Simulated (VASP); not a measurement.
Computed with PBEsol GGA, VASP's PBE PAW potentials (set 64) (plane waves; VASP).

VASP ran on this input.

### INCAR
```
SYSTEM = B
PREC = Accurate
ENCUT = 520
EDIFF = 1E-7
NELM = 100
ALGO = Normal
LREAL = .FALSE.
LASPH = .TRUE.
ISMEAR = -5
GGA = PS
LWAVE = .FALSE.
LCHARG = .TRUE.
LORBIT = 11
NEDOS = 601
ISIF = 2
```

POSCAR:
```
B
13.8596630
  0.1234381053   0.0000000000   0.0000000000
 -0.0617190527   0.1069005582   0.0000000000
  0.0000000000   0.0000000000   0.5000000035
B
2
Cart
 -0.0000000617   0.0712670744   0.1250000009
  0.0617191144   0.0356334838   0.3750000026
```

**KPOINTS**
```
kpoints
0
gamma
 27 27 6
```

POTCAR, in this order: B (PBE.64 set). Program: vasp_std.

The resulting files:

**OUTCAR**
```
 ion  position               nearest neighbor table
   1  0.333  0.667  0.250-
   2  0.667  0.333  0.750-
  LATTYP: Found a hexagonal cell.
 ALAT       =     1.7108105412
 C/A-ratio  =     4.0506130760
 Subroutine PRICEL returns:
 Original cell was already a primitive cell.
 Subroutine GETGRP returns: Found 24 space group operations
The static configuration has the point symmetry D_3d.
 The point group associated with its full space group is D_6h.
The dynamic configuration has the point symmetry D_3d.
 Subroutine INISYM returns: Found 24 space group operations
 Subroutine IBZKPT returns following result:
 Found    300 irreducible k-points:

 Following reciprocal coordinates:
            Coordinates               Weight
  0.000000  0.000000  0.000000      1.000000
  0.037037 -0.000000  0.000000      6.000000
  0.074074 -0.000000  0.000000      6.000000
  0.111111 -0.000000  0.000000      6.000000
  0.148148 -0.000000  0.000000      6.000000
  0.185185 -0.000000  0.000000      6.000000
  0.222222 -0.000000  0.000000      6.000000
  0.259259 -0.000000  0.000000      6.000000
  0.296296 -0.000000  0.000000      6.000000
  0.333333 -0.000000  0.000000      6.000000
  0.370370 -0.000000  0.000000      6.000000
  0.407407  0.000000  0.000000      6.000000
  0.444444 -0.000000  0.000000      6.000000
  0.481481 -0.000000  0.000000      6.000000
  0.037037  0.037037  0.000000      6.000000
  0.074074  0.037037  0.000000     12.000000
  0.111111  0.037037  0.000000     12.000000
  0.148148  0.037037  0.000000     12.000000
  0.185185  0.037037  0.000000     12.000000
  0.222222  0.037037  0.000000     12.000000
  0.259259  0.037037  0.000000     12.000000
  0.296296  0.037037  0.000000     12.000000
...
```

File OSZICAR:
```
       N       E                     dE             d eps       ncg     rms          rms(c)
DAV:   1     0.396839579074E+01    0.39684E+01   -0.32530E+03  4375   0.742E+02
DAV:   2    -0.133154953545E+02   -0.17284E+02   -0.16292E+02  5936   0.111E+02
DAV:   3    -0.134319833566E+02   -0.11649E+00   -0.11556E+00  5537   0.110E+01
DAV:   4    -0.134321728575E+02   -0.18950E-03   -0.18606E-03  6650   0.321E-01
DAV:   5    -0.134321730213E+02   -0.16385E-06   -0.16527E-06  5572   0.376E-03    0.448E+00
DAV:   6    -0.128066967531E+02    0.62548E+00   -0.55315E-01  4564   0.459E+00    0.248E+00
DAV:   7    -0.126165559017E+02    0.19014E+00   -0.54852E-01  4914   0.449E+00    0.472E-01
DAV:   8    -0.126168417116E+02   -0.28581E-03   -0.48085E-03  5103   0.714E-01    0.375E-02
DAV:   9    -0.126168091634E+02    0.32548E-04   -0.90492E-05  5866   0.754E-02    0.174E-02
DAV:  10    -0.126168107247E+02   -0.15613E-05   -0.21149E-05  5411   0.375E-02    0.397E-03
DAV:  11    -0.126168109580E+02   -0.23333E-06   -0.26144E-07  5712   0.501E-03    0.110E-03
DAV:  12    -0.126168108882E+02    0.69849E-07   -0.51926E-08  4697   0.203E-03
   1 F= -.12616811E+02 E0= -.12616811E+02  d E =0.000000E+00
```

File OUTCAR:
```
------------------------ aborting loop because EDIFF is reached ----------------------------------------
  FORCE on cell =-STRESS in cart. coord.  units (eV):
  Direction    XX          YY          ZZ          XY          YZ          ZX
  --------------------------------------------------------------------------------------
  Total       -0.1560939     -0.1560940      0.0579911      0.0000000      0.0000000      0.0000000
  in kB      -14.2376856    -14.2376918      5.2894968      0.0000000      0.0000000      0.0000000
  external PRESSURE =      -7.7286269 kB  Pullay stress =       0.0000000 kB
  volume of cell :       17.57
      direct lattice vectors                 reciprocal lattice vectors
     1.710810541  0.000000000  0.000000000     0.584518260  0.337471701  0.000000000
    -0.855405271  1.481605711  0.000000000     0.000000000  0.674943403  0.000000000
     0.000000000  0.000000000  6.929831549     0.000000000  0.000000000  0.144303652
 POSITION                                       TOTAL-FORCE (eV/Angst)
 -----------------------------------------------------------------------------------
     -0.00000      0.98774      1.73246        -0.000000      0.000000      0.000000
      0.85541      0.49387      5.19737         0.000000     -0.000000      0.000000
 -----------------------------------------------------------------------------------
    total drift:                               -0.000017      0.000010     -0.000005
  FREE ENERGIE OF THE ION-ELECTRON SYSTEM (eV)
  ---------------------------------------------------
  free  energy   TOTEN  =       -12.6168108882 eV

  energy  without entropy=      -12.6168108882  energy(sigma->0) =      -12.61681089

 total charge

# of ion       s       p       d       tot
------------------------------------------
    1        0.640   1.434   0.000   2.074
    2        0.640   1.434   0.000   2.074
--------------------------------------------------
tot          1.280   2.869   0.000   4.149
```
(Selected blocks of OUTCAR.)

For a metal the tetrahedron method with Blöchl corrections gives inexact stress and forces.

The structure was generated: B was put into the hcp type (P6_3/mmc), which need not be its known phase. It was relaxed first, which changed the volume by +49 %.
